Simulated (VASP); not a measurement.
These are PBEsol GGA, VASP's PBE PAW potentials (set 64) (plane waves; VASP) values and carry that method's errors.

VASP input:

**KPOINTS**
```
Automatic mesh
0
Gamma
10 10 5
0 0 0
```

INCAR:
```
ALGO = Normal
EDIFF = 1E-6
EDIFFG = -0.02
ENCUT = 520
GGA = PS
IBRION = 2
ISIF = 3
ISMEAR = 1
LASPH = T
LCHARG = F
LMAXMIX = 6
LREAL = F
LWAVE = F
NELM = 100
NSW = 60
PREC = Accurate
SIGMA = 0.1
SYSTEM = HfB
```

### POSCAR
```
HfB
1
    3.3147302776     0.0000000000    -0.0000000000
   -1.6573651388     2.8706408017    -0.0000000000
    0.0000000000    -0.0000000000     6.0727702358
Hf B
2 2
Direct
  0.0000000000   0.0000000000   1.0000000000
  0.0000000000   0.0000000000   0.5000000000
  0.3333330000   0.6666670000   0.2500000000
  0.6666670000   0.3333330000   0.7500000000
```

POTCAR, in this order: Hf_pv B (PBE.64 set). Program: vasp_std.

Output

OSZICAR:
```
       N       E                     dE             d eps       ncg     rms          rms(c)
DAV:   1     0.757089295486E+02    0.75709E+02   -0.14208E+04  1428   0.143E+03
DAV:   2    -0.350936045897E+02   -0.11080E+03   -0.10920E+03  1909   0.304E+02
DAV:   3    -0.383503516763E+02   -0.32567E+01   -0.32097E+01  1826   0.385E+01
DAV:   4    -0.383868131573E+02   -0.36461E-01   -0.36395E-01  1750   0.451E+00
DAV:   5    -0.383871370200E+02   -0.32386E-03   -0.32382E-03  1907   0.399E-01    0.756E+01
DAV:   6    -0.351802606530E+02    0.32069E+01   -0.14848E+01  1593   0.163E+01    0.490E+01
DAV:   7    -0.351396173177E+02    0.40643E-01   -0.14322E+00  1833   0.684E+00    0.589E+00
DAV:   8    -0.350946752124E+02    0.44942E-01   -0.27580E-01  1590   0.240E+00    0.112E+00
DAV:   9    -0.350945780686E+02    0.97144E-04   -0.62379E-03  1654   0.615E-01    0.761E-01
DAV:  10    -0.350944918742E+02    0.86194E-04   -0.21811E-04  1795   0.936E-02    0.157E-01
DAV:  11    -0.350944950086E+02   -0.31344E-05   -0.12891E-05  1809   0.233E-02    0.677E-02
DAV:  12    -0.350944933794E+02    0.16292E-05   -0.17690E-06  1091   0.104E-02    0.287E-03
DAV:  13    -0.350944933316E+02    0.47836E-07   -0.42260E-07   828   0.531E-03
   1 F= -.35094493E+02 E0= -.35094677E+02  d E =-.350945E+02
       N       E                     dE             d eps       ncg     rms          rms(c)
DAV:   1    -0.350978882915E+02   -0.33949E-02   -0.12564E-01  1435   0.274E+00    0.843E-01
DAV:   2    -0.350958788523E+02    0.20094E-02   -0.42557E-03  1613   0.432E-01    0.182E-01
DAV:   3    -0.350953637701E+02    0.51508E-03   -0.10997E-03  1650   0.190E-01    0.146E-01
DAV:   4    -0.350953193846E+02    0.44385E-04   -0.76613E-05  1834   0.565E-02    0.135E-01
DAV:   5    -0.350953010984E+02    0.18286E-04   -0.52470E-05  1746   0.441E-02    0.220E-02
DAV:   6    -0.350953009398E+02    0.15860E-06   -0.21470E-06  1203   0.970E-03
   2 F= -.35095301E+02 E0= -.35095441E+02  d E =-.807608E-03
       N       E                     dE             d eps       ncg     rms          rms(c)
DAV:   1    -0.350953156340E+02   -0.14536E-04   -0.57776E-04  1439   0.186E-01    0.581E-02
DAV:   2    -0.350953062860E+02    0.93480E-05   -0.19877E-05  1636   0.294E-02    0.121E-02
DAV:   3    -0.350953039617E+02    0.23243E-05   -0.48662E-06  1402   0.128E-02    0.944E-03
DAV:   4    -0.350953037970E+02    0.16464E-06   -0.41348E-07   743   0.479E-03
   3 F= -.35095304E+02 E0= -.35095442E+02  d E =-.810465E-03
       N       E                     dE             d eps       ncg     rms          rms(c)
DAV:   1    -0.350961304541E+02   -0.82649E-03   -0.32615E-02  1432   0.147E+00    0.434E-01
DAV:   2    -0.350955822123E+02    0.54824E-03   -0.15110E-03  1481   0.288E-01    0.152E-01
DAV:   3    -0.350954271138E+02    0.15510E-03   -0.22686E-04  1733   0.998E-02    0.785E-02
DAV:   4    -0.350953717173E+02    0.55397E-04   -0.72276E-05  1534   0.633E-02    0.369E-02
DAV:   5    -0.350953648007E+02    0.69166E-05   -0.14930E-05  1753   0.279E-02    0.219E-02
DAV:   6    -0.350953642512E+02    0.54949E-06   -0.60962E-07   791   0.507E-03
   4 F= -.35095364E+02 E0= -.35095514E+02  d E =-.604541E-04
       N       E                     dE             d eps       ncg     rms          rms(c)
DAV:   1    -0.350955242059E+02   -0.15941E-03   -0.50204E-03  1430   0.576E-01    0.168E-01
DAV:   2    -0.350954400393E+02    0.84167E-04   -0.23179E-04  1480   0.113E-01    0.604E-02
DAV:   3    -0.350954163714E+02    0.23668E-04   -0.34738E-05  1731   0.391E-02    0.312E-02
DAV:   4    -0.350954081399E+02    0.82315E-05   -0.11035E-05  1534   0.247E-02    0.145E-02
DAV:   5    -0.350954075123E+02    0.62755E-06   -0.21421E-06  1109   0.111E-02
   5 F= -.35095408E+02 E0= -.35095551E+02  d E =-.103715E-03
```

**OUTCAR**
```
------------------------ aborting loop because EDIFF is reached ----------------------------------------
  FORCE on cell =-STRESS in cart. coord.  units (eV):
  Direction    XX          YY          ZZ          XY          YZ          ZX
  --------------------------------------------------------------------------------------
  Total       -0.0000100     -0.0000100      0.0001840     -0.0000000      0.0000000      0.0000000
  in kB       -0.0002785     -0.0002785      0.0051085     -0.0000000      0.0000000      0.0000000
  external PRESSURE =       0.0015172 kB  Pullay stress =       0.0000000 kB
  volume of cell :       57.70
      direct lattice vectors                 reciprocal lattice vectors
     3.306106691  0.000000000  0.000000000     0.302470577  0.174631459  0.000000000
    -1.653053345  2.863172555 -0.000000000     0.000000000  0.349262918  0.000000000
    -0.000000000 -0.000000000  6.095911318     0.000000000  0.000000000  0.164044381
 POSITION                                       TOTAL-FORCE (eV/Angst)
 -----------------------------------------------------------------------------------
     -0.00000     -0.00000      0.00000         0.000000     -0.000000      0.000000
     -0.00000     -0.00000      3.04796         0.000000      0.000000      0.000000
     -0.00000      1.90878      1.52398        -0.000000      0.000000     -0.000000
      1.65305      0.95439      4.57193         0.000000     -0.000000      0.000000
 -----------------------------------------------------------------------------------
    total drift:                               -0.000000      0.000000      0.000000
  FREE ENERGIE OF THE ION-ELECTRON SYSTEM (eV)
  ---------------------------------------------------
  free  energy   TOTEN  =       -35.0954075123 eV

  energy  without entropy=      -35.0958374085  energy(sigma->0) =      -35.09555081

 reached required accuracy - stopping structural energy minimisation
```
(Selected blocks of OUTCAR.)

### CONTCAR
```
HfB
   1.00000000000000
     3.3061066906853642    0.0000000000000000    0.0000000000000000
    -1.6530533453426821    2.8631725549964555   -0.0000000000000000
    -0.0000000000000000   -0.0000000000000000    6.0959113183155305
  Hf              B
     2     2
Direct
     0.0000000000000000    0.0000000000000000    0.0000000000000000
     0.0000000000000000    0.0000000000000000    0.5000000000000000
     0.3333330000000032    0.6666669999999968    0.2500000000000000
     0.6666669999999968    0.3333330000000032    0.7500000000000000
```

The structure was generated: HfB was put into the NiAs type type (P6_3/mmc), which need not be its known phase. This run relaxes it. Symmetry was kept, so distortions that lower it aren't found. The start is the result of an earlier pass.
